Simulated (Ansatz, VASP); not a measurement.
# One calculation of MgSc2C2, two programs

```
CELL_PARAMETERS angstrom
3.78634 0.00000 0.00000
-1.89317 3.27906 0.00000
0.00000 0.00000 7.40408
ATOMIC_POSITIONS crystal
Mg 0.66667 0.33333 0.00000
Sc 0.00000 0.00000 0.70553
Sc 0.00000 0.00000 0.29447
C 0.66667 0.33333 0.50000
C 0.33333 0.66667 0.00000
```

Change from the starting cell: species swapped into the Sr2ZnAs2 type (P-6m2, No. 187).

Alike in both runs: task single point; functional PBE; k mesh 6 × 6 × 4; occupations gaussian, width 0.1 eV; no spin polarisation.

|  | VASP | Ansatz |
| --- | --- | --- |
| version | VASP 6.6.1 | Ansatz 0.2.0 |
| potentials or method | VASP PAW PBE potentials, release 64 (Mg, Sc_sv, C) | scalar-relativistic, plane waves, PAW |
| plane-wave cutoff (eV) | 520 | 420 |
| valence electrons in the cell | 32 | 40 |

|  | VASP | Ansatz | Ansatz less VASP |
| --- | --- | --- | --- |
| gap on the k mesh at the Fermi level (eV) | none | none | - |
| pressure (GPa) | -17.5 | -17.6 | -0.04 |
| largest component of the traceless stress (GPa) | 4.22 | 4.24 | +0.026 |
| rms of the force components (eV/Å) | 0.492 | 0.496 | +0.0037 |

Atom by atom the forces differ by 0.004 eV/Å (rms over components). A gap of «none» marks a metal or a gap that the smearing closes. The functional is the same, so the differences come from potentials, cutoffs and numerics. The two sets of potentials don't hold the same shells in valence.

Caveats: so large a pressure means that the cell lies far from this level's equilibrium, or that cutoff or potentials fall short (VASP); forces of over 1 eV/Å show positions far from the minimum, so gaps and moduli don't describe the material at rest.
